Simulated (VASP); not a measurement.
VASP runs on Se share one base input (PBE GGA, plane waves, VASP's PBE PAW potentials (set 64)) and change the settings named in each case.

INCAR:
```
SYSTEM = Se
PREC = Accurate
ENCUT = 300
EDIFF = 1E-6
NELM = 100
ALGO = Normal
LREAL = .FALSE.
LASPH = .TRUE.
ISMEAR = 0
SIGMA = 0.1
GGA = PE
LMAXMIX = 4
LWAVE = .FALSE.
LCHARG = .FALSE.
ISIF = 2
```

File KPOINTS:
```
Automatic mesh
0
gamma
6 6 1
0 0 0
```

**POSCAR**
```
Se
1
    3.5856270000     0.0000000000     0.0000000000
   -1.7928130000     3.1052440000     0.0000000000
    0.0000000000     0.0000000000    15.2142590000
Se
2
Direct
  0.6675040000   0.3383460000   0.5416180000
  0.3324960000   0.6616540000   0.4583820000
```

POTCAR, in this order: Se (PBE.64 set). Program: vasp_std.

```tsv
change	E(σ→0) (eV/atom)	largest force (eV/Å)	−TS (eV)
base run	-2.5322	2.462	-0.0180
GGA = PS	-2.9071	___	-0.0180
GGA_COMPAT = .FALSE., LNONCOLLINEAR = .TRUE., LSORBIT = .TRUE., MAGMOM = 0.0 0.0 0.0 0.0 0.0 0.0, program vasp_ncl	-2.5653	___	___
KPOINTS 2×2×1 Γ-centred mesh	-2.7159	2.696	0.0000
```

Q: Complete the blanks.

A: 
- GGA = PS, largest force (eV/Å): 2.174
- GGA_COMPAT = .FALSE., LNONCOLLINEAR = .TRUE., LSORBIT = .TRUE., MAGMOM = 0.0 0.0 0.0 0.0 0.0 0.0, program vasp_ncl, largest force (eV/Å): 2.458
- GGA_COMPAT = .FALSE., LNONCOLLINEAR = .TRUE., LSORBIT = .TRUE., MAGMOM = 0.0 0.0 0.0 0.0 0.0 0.0, program vasp_ncl, −TS (eV): -0.0151

Energies of different potentials or functionals have different zeros. The cell holds a wide vacuum, so values per volume refer to the whole cell.

Left out are runs that ran out of time, are held back, or changed the cell or the kind of run, fixed moments of cells without a moment, rows past the twelfth, gaps on odd meshes, pressures of charged cells and columns that move by less than the noise.

The cell is a sheet or thin cut with vacuum, built from a generated structure.
